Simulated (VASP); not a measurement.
Input:

```xyz
2
Lattice="0.0000 3.3124 3.3124 3.3124 0.0000 3.3124 3.3124 3.3124 0.0000" Properties=species:S:1:pos:R:3 pbc="T T T"
Cd     0.0000     0.0000     0.0000
Te     1.6562     1.6562     1.6562
```

Computed with B3LYP hybrid, VASP's PBE PAW potentials (set 64) (plane waves; VASP). Settings: 520 eV cut-off, 6×6×6 Γ-centred mesh, Gaussian smearing of 0.050 eV, potentials Cd Te.

Unless said otherwise, spin-orbit coupling is left out, though it shifts the bands of the heavy elements here.

Problem. Estimate the energy per atom (σ→0), band gap (over the mesh, the named points and PBE's band edges) with the smallest direct gap where there is one.

Solution. 
| Property | Value |
|---|---|
| band gap (over the mesh, the named points and PBE's band edges) | 1.55 eV |
| smallest direct gap (over the mesh, the named points and PBE's band edges) | 1.55 eV |
| energy per atom (σ→0) | -2.661 eV/atom |

Only differences to runs with the same potentials and settings are physical.

The compound is CdTe in the zinc blende structure. It was relaxed first, which changed the volume by +7 %.
